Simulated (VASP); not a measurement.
Given:

```
Re
1.0
    1.37464    -2.38094     0.00000
    1.37464     2.38094     0.00000
    0.00000     0.00000     4.44801
Re
2
Direct
  0.33333   0.66667   0.28372
  0.66667   0.33333   0.75000
```

All values below come from PBEsol GGA, VASP's PBE PAW potentials (set 64) (plane waves; VASP 6.6.1). Numerical set-up: 480 eV cut-off, 14×14×8 Γ-centred mesh, first-order Methfessel-Paxton smearing of 0.10 eV, potentials Re.

Task: Which forces act on the atoms, in eV/Å?

Result: 
```tsv
atom	Fx	Fy	Fz
Re1	0.000	0.000	-1.105
Re2	0.000	0.000	1.105
```

Task: Give the stress tensor in GPa (positive for a compressed cell).

Result: 
```
2.86  0.00  0.00
0.00  2.86  0.00
0.00  0.00  5.33
```
The pressure is its mean diagonal, 3.68 GPa.

The compound is Re in the hcp structure. This cell was strained or had an atom moved on purpose.
